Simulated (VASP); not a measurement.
# CdAg (P4/mmm) in VASP: a series of runs

The runs below take CdAg through single point, with LDA.

All numbers are computed with VASP 6.6.1; they aren't measurements. Logs are shortened: lines on timing, memory, paths and dates and some standing lists are left out, and cuts for length are marked.

**1. The cell of the first run**

Symmetry: P4/mmm, No. 123, tetragonal system. Conventional cell: a = 3.330 Å, b = 3.330 Å, c = 3.497 Å, α = 90.00°, β = 90.00°, γ = 90.00°. Cd (site symmetry 4/mmm) is surrounded by 8 Ag at 2.93 Å and 4 Cd at 3.33 Å. Ag (site symmetry 4/mmm) has 8 Cd at 2.93 Å and 4 Ag at 3.33 Å as nearest neighbours.

**2. Single point, LDA (strain +0.000 along x and y, +0.050 along z, atoms carried along)**

Input file INCAR:

```
SYSTEM = CdAg
ALGO = Fast
EDIFF = 1E-6
ENCUT = 520
ISIF = 2
ISMEAR = 0
LASPH = .True.
LCHARG = .False.
LREAL = .False.
LWAVE = .False.
NBANDS = 18
NELM = 100
PREC = Accurate
SIGMA = 0.15
```

Input file KPOINTS:

```
k-points
0
Gamma
  14 14 14
  0 0 0
```

Input file POSCAR:

```
CdAg
1.0
    3.3300000000      0.0000000000      0.0000000000
    0.0000000000      3.3300000000      0.0000000000
    0.0000000000      0.0000000000      3.4965000000
Cd Ag
1 1
Direct
    0.5000000000      0.5000000000      0.5000000000
    0.0000000000      0.0000000000      0.0000000000
```

Potentials or basis: VASP PAW LDA potentials, release 64 (Cd, Ag).

The run is started by

```bash
> cat potpaw_LDA.64/Cd/POTCAR potpaw_LDA.64/Ag/POTCAR > POTCAR
> mpirun -np 1 vasp_std > vasp.out
```

OUTCAR:

```text
SYSTEM = CdAg
   EDIFF = 1E-6
   ENCUT = 520
   ISIF = 2
   ISMEAR = 0
   LASPH = .True.
   LREAL = .False.
   NELM = 100
   PREC = Accurate

 ion  position               nearest neighbor table
   1  0.500  0.500  0.500-   2 2.93   2 2.93   2 2.93   2 2.93   2 2.93   2 2.93   2 2.93   2 2.93

   2  0.000  0.000  0.000-   1 2.93   1 2.93   1 2.93   1 2.93   1 2.93   1 2.93   1 2.93   1 2.93

  LATTYP: Found a simple tetragonal cell.
 ALAT       =     3.3300000000
 C/A-ratio  =     1.0500000000

  Lattice vectors:

 A1 = (   3.3300000000,   0.0000000000,   0.0000000000)
 A2 = (   0.0000000000,   3.3300000000,   0.0000000000)
 A3 = (   0.0000000000,   0.0000000000,   3.4965000000)

Analysis of symmetry for initial positions (statically):
=====================================================================
 Subroutine PRICEL returns:
 Original cell was already a primitive cell.

 Routine SETGRP: Setting up the symmetry group for a
 simple tetragonal supercell.

 Subroutine GETGRP returns: Found 16 space group operations
 (whereof 16 operations were pure point group operations)
 out of a pool of 16 trial point group operations.

The static configuration has the point symmetry D_4h.

Analysis of symmetry for dynamics (positions and initial velocities):
=====================================================================
 Subroutine PRICEL returns:
 Original cell was already a primitive cell.

 Routine SETGRP: Setting up the symmetry group for a
 simple tetragonal supercell.

 Subroutine GETGRP returns: Found 16 space group operations
 (whereof 16 operations were pure point group operations)
 out of a pool of 16 trial point group operations.

The dynamic configuration has the point symmetry D_4h.

 Subroutine INISYM returns: Found 16 space group operations
 (whereof 16 operations are pure point group operations),
 and found     1 'primitive' translations

----------------------------------------------------------------------------------------

                                     Primitive cell

  volume of cell :      38.7723

  direct lattice vectors                    reciprocal lattice vectors
     3.330000000  0.000000000  0.000000000     0.300300300  0.000000000  0.000000000
     0.000000000  3.330000000  0.000000000     0.000000000  0.300300300  0.000000000
     0.000000000  0.000000000  3.496500000     0.000000000  0.000000000  0.286000286

  length of vectors
     3.330000000  3.330000000  3.496500000     0.300300300  0.300300300  0.286000286

  position of ions in fractional coordinates (direct lattice)
     0.500000000  0.500000000  0.500000000
     0.000000000  0.000000000  0.000000000

  ion indices of the primitive-cell ions
   primitive index   ion index
                 1           1
                 2           2

----------------------------------------------------------------------------------------

 KPOINTS: k-points

Automatic generation of k-mesh.
 Grid dimensions read from file:
 generate k-points for:   14   14   14

 Generating k-lattice:

  Cartesian coordinates                     Fractional coordinates (reciprocal lattice)
     0.021450021  0.000000000  0.000000000     0.071428571  0.000000000  0.000000000
     0.000000000  0.021450021  0.000000000     0.000000000  0.071428571  0.000000000
     0.000000000  0.000000000  0.020428592     0.000000000  0.000000000  0.071428571

  Length of vectors
     0.021450021  0.021450021  0.020428592

  Shift w.r.t. Gamma in fractional coordinates (k-lattice)
     0.000000000  0.000000000  0.000000000

 Subroutine IBZKPT returns following result:
 ===========================================

 Found    288 irreducible k-points:

 Following reciprocal coordinates:
            Coordinates               Weight
  0.000000  0.000000  0.000000      1.000000
  0.071429  0.000000  0.000000      4.000000
  0.142857  0.000000  0.000000      4.000000
  0.214286  0.000000  0.000000      4.000000
  0.285714  0.000000  0.000000      4.000000
  0.357143  0.000000  0.000000      4.000000
[... 16 lines left out ...]
  0.285714  0.214286  0.000000      8.000000
  0.357143  0.214286  0.000000      8.000000
 [... further k-points ...]
   k-points           NKPTS =    288   k-points in BZ     NKDIM =    288   number of bands    NBANDS=     18
   number of dos      NEDOS =    301   number of ions     NIONS =      2
   total plane-waves  NPLWV =  21952
   dimension x,y,z NGX =    28 NGY =   28 NGZ =   28
   dimension x,y,z NGXF=    56 NGYF=   56 NGZF=   56
   ions per type =               1   1
   NGX,Y,Z   is equivalent  to a cutoff of  13.98, 13.98, 13.31 a.u.
   NGXF,Y,Z  is equivalent  to a cutoff of  27.96, 27.96, 26.63 a.u.
 SYSTEM =  CdAg
   PREC   = accura    normal or accurate (medium, high low for compatibility)
   ISTART =      0    job   : 0-new  1-cont  2-samecut
   ICHARG =      2    charge: 1-file 2-atom 10-const
   ISPIN  =      1    spin polarized calculation?
   LNONCOLLINEAR =      F non collinear calculations
   LSORBIT =      F    spin-orbit coupling
   LASPH  =      T    aspherical Exc in radial PAW
   ENCUT  =  520.0 eV  38.22 Ry    6.18 a.u.   6.19  6.19  6.50*2*pi/ulx,y,z
   NELM   =    100;   NELMIN=  2; NELMDL= -5     # of ELM steps
   EDIFF  = 0.1E-05   stopping-criterion for ELM
   LREAL  =      F    real-space projection
   EDIFFG = 0.1E-04   stopping-criterion for IOM
   NSW    =      0    number of steps for IOM
   IBRION =     -1    ionic relax: 0-MD 1-quasi-New 2-CG
   NFREE  =      0    steps in history (QN), initial steepest desc. (CG)
   ISIF   =      2    stress and relaxation
   ISYM   =      2    0-nonsym 1-usesym 2-fastsym
   POTIM  = 0.5000    time-step for ionic-motion
   TEBEG  =    0.0;   TEEND  =   0.0 temperature during run
   PSTRESS=    0.0 pullay stress
   NELECT =      23.0000    total number of electrons
   NUPDOWN=      -1.0000    fix difference up-down
   EMIN   =  10.00;   EMAX   =-10.00  energy-range for DOS
   EFERMI =   0.00;   METHOD = LEGACY
   ISMEAR =     0;   SIGMA  =   0.15  broadening in eV -4-tet -1-fermi 0-gaus
   EFERMI_NEDOS =   21; number of points for ismear=-14 and -15
   IALGO  =     68    algorithm
   IMIX   =      4    mixing-type and parameters
     AMIX     =   0.40;   BMIX     =  1.00
     AMIX_MAG =   1.60;   BMIX_MAG =  1.00
  volume/ion in A,a.u.               =      19.39       130.82
  Fermi-wavevector in a.u.,A,eV,Ry     =   1.375551  2.599415 25.744145  1.892141
  Thomas-Fermi vector in A             =   2.500877
   LORBIT       =      0    0 simple, 1 ext, 2 COOP (PROOUT), +10 PAW based schemes
   GGA     = CA    functional components
   LHFCALC =     F    Hartree Fock is set to
   AEXX    =    0.0000 exact exchange contribution
   IVDW    =     0    specifies the selected vdW correction
   LEPSILON=     F    determine dielectric tensor
   LRPA    =     F    only Hartree local field effects (RPA)
 non-spin polarized calculation
 RMM-DIIS sequential band-by-band and
 Gauss-broadening in eV      SIGMA  =   0.15
  energy-cutoff  :      520.00
  volume of cell :       38.77
 maximum number of plane-waves:      1060
 NGX is ok and might be reduce to    28
   NGX = 13   NGY = 13   NGZ = 13

 number of electron      22.9999999 magnetization

 Free energy of the ion-electron system (eV)
  ---------------------------------------------------
  ext. energy  EPLUGINS =         0.00000000
  ---------------------------------------------------
  free energy    TOTEN  =        -5.34710569 eV

  energy without entropy =       -5.34201091  energy(sigma->0) =       -5.34455830

 E-fermi :   5.0809     XC(G=0): -11.9166

 val. band max:        5.0515804056   @ k =   0.3571   0.2143   0.1429
 cond. band min:       5.0900258993   @ k =   0.3571   0.0714   0.2857
 fundamental gap:      0.0384454937
 Fermi energy:         5.0808647827

 k-point     1 :       0.0000    0.0000    0.0000
  band No.  band energies     occupation
      1      -4.1505      2.00000
      2      -4.1053      2.00000
      3      -3.5201      2.00000
      4      -3.5201      2.00000
      5      -3.4522      2.00000
      6      -3.3873      2.00000
[... 10 lines left out ...]
     17      16.0484      0.00000
     18      21.3533      0.00000

 k-point     2 :       0.0714    0.0000    0.0000
  band No.  band energies     occupation
      1      -4.1307      2.00000
      2      -4.0885      2.00000
      3      -3.5279      2.00000
      4      -3.5144      2.00000
      5      -3.4601      2.00000
      6      -3.3093      2.00000
[... 10 lines left out ...]
     17      16.5393      0.00000
     18      21.3290      0.00000

 k-point     3 :       0.1429    0.0000    0.0000
  band No.  band energies     occupation
      1      -4.0913      2.00000
      2      -4.0278      2.00000
      3      -3.5498      2.00000
      4      -3.4984      2.00000
      5      -3.4821      2.00000
      6      -3.0737      2.00000
[... 10 lines left out ...]
     17      18.0775      0.00000
     18      20.7315      0.00000

 k-point     4 :       0.2143    0.0000    0.0000
  band No.  band energies     occupation
      1      -4.0474      2.00000
      2      -3.9314      2.00000
      3      -3.5813      2.00000
      4      -3.5137      2.00000
      5      -3.4750      2.00000
      6      -2.6816      2.00000
[... 375 lines left out ...]
      4      -3.6418      2.00000
      5      -3.5189      2.00000
      6      -1.9547      2.00000
[... 10 lines left out ...]
     17      19.1235      0.00000
     18      20.0020      0.00000

 k-point    23 :       0.2857    0.2143    0.0000
  band No.  band energies     occupation
      1      -3.8860      2.00000
      2      -3.7632      2.00000
      3      -3.6774      2.00000
      4      -3.6766      2.00000
      5      -3.5434      2.00000
      6      -1.4647      2.00000
[... 10 lines left out ...]
     17      18.3423      0.00000
     18      18.7896      0.00000

 k-point    24 :       0.3571    0.2143    0.0000
  band No.  band energies     occupation
      1      -3.8611      2.00000
      2      -3.8206      2.00000
      3      -3.7099      2.00000
      4      -3.5772      2.00000
      5      -3.5655      2.00000
      6      -0.9412      2.00000
[... 10 lines left out ...]
     17      17.5022      0.00000
     18      17.5095      0.00000

 [... further k-points ...]
[... 5 lines left out ...]
  --------------------------------------------------------------------------------------
  -------------------------------------------------------------------------------------
  Total       -2.1107963     -2.1107963     -1.9894470      0.0000000      0.0000000     -0.0000000
  in kB      -87.2237787    -87.2237787    -82.2093030      0.0000000      0.0000000     -0.0000000
  external PRESSURE =     -85.5522868 kB  Pullay stress =       0.0000000 kB

 VOLUME and BASIS-vectors are now :
 -----------------------------------------------------------------------------
  energy-cutoff  :      520.00
  volume of cell :       38.77
      direct lattice vectors                 reciprocal lattice vectors
     3.330000000  0.000000000  0.000000000     0.300300300  0.000000000  0.000000000
     0.000000000  3.330000000  0.000000000     0.000000000  0.300300300  0.000000000
     0.000000000  0.000000000  3.496500000     0.000000000  0.000000000  0.286000286

 POSITION                                       TOTAL-FORCE (eV/Angst)
 -----------------------------------------------------------------------------------
      1.66500      1.66500      1.74825         0.000000      0.000000      0.000000
      0.00000      0.00000      0.00000         0.000000      0.000000      0.000000
 -----------------------------------------------------------------------------------
    total drift:                                0.000000      0.000000      0.000000

  FREE ENERGIE OF THE ION-ELECTRON SYSTEM (eV)
  ---------------------------------------------------
  free  energy   TOTEN  =        -5.3471056861 eV

  energy  without entropy=       -5.3420109083  energy(sigma->0) =       -5.34455830
```

Run time: 3.5 min. Hardware: 1 thread of AMD EPYC 7R43 (Zen 3), shared host; peak memory 0.27 GiB.

Results:

```yaml
Free_energy: -5.3471 eV
Pressure: -8.6 GPa
Band_gap_on_the_k_mesh: none (metal or under the smearing width)
```

Stress tensor (GPa, compression positive):
```
-8.72  0.00  0.00
 0.00 -8.72  0.00
 0.00  0.00 -8.22
```

**3. Single point, LDA (strain +0.050 along x and y, +0.000 along z, atoms carried along)**

Input file INCAR:

```
SYSTEM = CdAg
PREC = Accurate
ENCUT = 520
EDIFF = 1E-6
ISMEAR = 0
SIGMA = 0.15
LREAL = .False.
LASPH = .True.
NELM = 100
ALGO = Fast
ISIF = 2
LWAVE = .False.
LCHARG = .False.
NBANDS = 18
```

Input file KPOINTS:

```
regular mesh
0
Gamma
  14 14 14
  0 0 0
```

Input file POSCAR:

```
CdAg
1.0
    3.4965000000      0.0000000000      0.0000000000
    0.0000000000      3.4965000000      0.0000000000
    0.0000000000      0.0000000000      3.3300000000
Cd Ag
1 1
Direct
    0.5000000000      0.5000000000      0.5000000000
    0.0000000000      0.0000000000      0.0000000000
```

Potentials or basis: VASP PAW LDA potentials, release 64 (Cd, Ag).

The run is started by

```bash
> cat potpaw_LDA.64/Cd/POTCAR potpaw_LDA.64/Ag/POTCAR > POTCAR
> mpirun -np 1 vasp_std > vasp.out
```

It took 3.1 min on 1 thread of AMD EPYC 7R43 (Zen 3), shared host; peak memory 0.28 GiB.

The run converged. Its results:

```
Free energy            : -5.2257 eV
Pressure               : -11.0 GPa
Band gap on the k mesh : none (metal or under the smearing width)
```

Stress tensor (GPa, compression positive):
```
-11.02   0.00   0.00
  0.00 -11.02   0.00
  0.00   0.00 -10.86
```

Levels at points of the mesh, in eV from the Fermi level:
```csv
k point,band 9,band 10,band 11,band 12,band 13,band 14,band 15,band 16
"(0.00, 0.00, 0.00)",-4.15,-4.10,-4.10,4.37,4.37,5.65,8.08,9.89
"(0.50, 0.00, 0.00)",-4.60,-4.55,-4.21,-2.89,9.00,9.48,10.17,10.25
"(0.50, 0.50, 0.00)",-4.19,-3.94,-1.29,-1.29,0.66,1.20,11.07,12.06
"(0.00, 0.00, 0.50)",-4.70,-4.28,-4.15,-2.48,9.40,9.40,9.85,9.85
"(0.50, 0.00, 0.50)",-4.22,-3.85,-1.10,-1.01,1.07,1.67,10.11,11.15
"(0.50, 0.50, 0.50)",-3.91,-3.81,1.83,3.75,3.84,3.86,4.05,4.05
```

**4. Single point, LDA (strain -0.050 along x and y, +0.000 along z, atoms carried along)**

Input file INCAR:

```
PREC = Accurate
ENCUT = 520
EDIFF = 1E-6
ISMEAR = 0
SIGMA = 0.15
LREAL = False
LASPH = True
NELM = 100
ALGO = Fast
ISIF = 2
LWAVE = False
LCHARG = False
NBANDS = 18
```

Input file KPOINTS:

```
Automatic mesh
0
Gamma
  14 14 14
```

Input file POSCAR:

```
CdAg
1.0
    3.1635000000      0.0000000000      0.0000000000
    0.0000000000      3.1635000000      0.0000000000
    0.0000000000      0.0000000000      3.3300000000
Cd Ag
1 1
Direct
    0.5000000000      0.5000000000      0.5000000000
    0.0000000000      0.0000000000      0.0000000000
```

The run is started by

```bash
> cat potpaw_LDA.64/Cd/POTCAR potpaw_LDA.64/Ag/POTCAR > POTCAR
> mpirun -np 1 vasp_std > vasp.out
```

Wall time 3.5 min (1 thread of AMD EPYC 7R43 (Zen 3), shared host); peak memory 0.25 GiB.

It converged, with:

```yaml
Free_energy: -5.4275 eV
Pressure: 6.3 GPa
Band_gap_on_the_k_mesh: none (metal or under the smearing width)
```

Stress tensor (GPa, compression positive):
```
6.21 0.00 0.00
0.00 6.21 0.00
0.00 0.00 6.54
```

Levels at points of the mesh, in eV from the Fermi level:
| k point | band 9 | band 10 | band 11 | band 12 | band 13 | band 14 | band 15 | band 16 |
| --- | --- | --- | --- | --- | --- | --- | --- | --- |
| (0.00, 0.00, 0.00) | -4.50 | -4.50 | -4.46 | 4.20 | 5.71 | 5.71 | 10.18 | 11.91 |
| (0.50, 0.00, 0.00) | -5.29 | -4.84 | -4.77 | -2.81 | 10.43 | 10.66 | 11.28 | 11.80 |
| (0.50, 0.50, 0.00) | -4.59 | -4.14 | -1.61 | -1.61 | 2.21 | 2.62 | 11.23 | 11.65 |
| (0.00, 0.00, 0.50) | -5.27 | -5.27 | -4.68 | -3.34 | 11.28 | 11.28 | 11.65 | 11.65 |
| (0.50, 0.00, 0.50) | -4.53 | -4.27 | -1.95 | -1.85 | 1.72 | 2.09 | 12.40 | 12.53 |
| (0.50, 0.50, 0.50) | -4.29 | -4.12 | 2.79 | 4.35 | 4.35 | 4.52 | 4.52 | 4.59 |

**5. Single point, LDA (strain -0.050 along x and y, -0.050 along z, atoms carried along)**

Input file INCAR:

```
SYSTEM = CdAg
  PREC = Accurate
  ENCUT = 520
  EDIFF = 1E-6
  ISMEAR = 0
  SIGMA = 0.15
  LREAL = .False.
  LASPH = .True.
  NELM = 100
  ALGO = Normal
  ISIF = 2
  LWAVE = .False.
  LCHARG = .False.
  NBANDS = 18
```

Input file KPOINTS:

```
Automatic mesh
0
Gamma
  14 14 14
  0 0 0
```

POSCAR, as its differences from that of step 4:

```diff
@@ -4,3 +4,3 @@
     0.0000000000      3.1635000000      0.0000000000
-    0.0000000000      0.0000000000      3.3300000000
+    0.0000000000      0.0000000000      3.1635000000
 Cd Ag
```

The run is started by

```bash
> cat potpaw_LDA.64/Cd/POTCAR potpaw_LDA.64/Ag/POTCAR > POTCAR
> mpirun -np 1 vasp_std > vasp.out
```

It took 61 s on 1 thread of AMD EPYC 7R43 (Zen 3), shared host; peak memory 0.15 GiB.

The run converged. Its results:

```
Free energy            : -5.3196 eV
Pressure               : 14.8 GPa
Band gap on the k mesh : none (metal or under the smearing width)
```

Levels at points of the mesh, in eV from the Fermi level:
| k point | band 10 | band 11 | band 12 | band 13 | band 14 | band 15 |
| --- | --- | --- | --- | --- | --- | --- |
| (0.00, 0.00, 0.00) | -4.64 | -4.64 | 5.26 | 5.26 | 5.26 | 11.53 |
| (0.50, 0.00, 0.00) | -5.21 | -4.95 | -3.09 | 11.58 | 11.58 | 11.83 |
| (0.50, 0.50, 0.00) | -4.39 | -2.04 | -2.04 | 2.11 | 2.45 | 12.37 |
| (0.50, 0.50, 0.50) | -4.35 | 2.98 | 4.52 | 4.52 | 4.52 | 4.83 |

**6. Summary**

| cell | gap on the mesh (eV) | pressure (GPa) |
| --- | --- | --- |
| strain +0.000 along x and y, +0.050 along z, atoms carried along | none | -8.6 |
| strain +0.050 along x and y, +0.000 along z, atoms carried along | none | -11.0 |
| strain -0.050 along x and y, +0.000 along z, atoms carried along | none | 6.3 |
| strain -0.050 along x and y, -0.050 along z, atoms carried along | none | 14.8 |

Alike in all rows: task single point; level LDA; potentials or basis VASP PAW LDA potentials, release 64 (Cd, Ag); no spin polarisation; k mesh 14 × 14 × 14; cutoff (eV) 520; smearing gaussian 0.15 eV.

Absolute energies hang on the potentials; compare differences alone.
